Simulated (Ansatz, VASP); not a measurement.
## Ga2Ge3O: VASP beside Ansatz

```
Ga Ge O
1.0
     5.03759    0.00000    0.00000
     0.00000    5.03759    0.00000
     0.00000    0.00000    4.88496
Ga Ge O
2 3 1
Direct
  0.50000 0.00000 0.00000
  0.00000 0.50000 0.00000
  0.50000 0.00000 0.50000
  0.00000 0.50000 0.50000
  0.00000 0.00000 0.50000
  0.00000 0.00000 0.00000
```

Alike in both runs: functional PBE; k mesh 4 × 4 × 4; occupations gaussian, width 0.1 eV; no spin polarisation.

Ansatz relaxed the structure, and its values are those at the end. VASP's run is a single point on that final structure, the one shown.

```csv
,VASP,Ansatz
version,VASP 6.6.1,Ansatz 0.2.0
potentials or method,"VASP PAW PBE potentials, release 64 (Ga_d, Ge_d, O)","scalar-relativistic, plane waves, PAW"
plane-wave cutoff (eV),520,420
valence electrons in the cell,74,74
```

Ansatz gave:

| Quantity | Value |
| --- | --- |
| gap on the k mesh at the Fermi level (eV) | none |
| pressure (GPa) | 0.0 |

Problem. What did VASP give for the same quantities?

Solution. gap on the k mesh at the Fermi level (eV): none; pressure (GPa): 0.1.

A gap of «none» marks a metal or a gap that the smearing closes. The functional is the same, so the differences come from potentials, cutoffs and numerics.
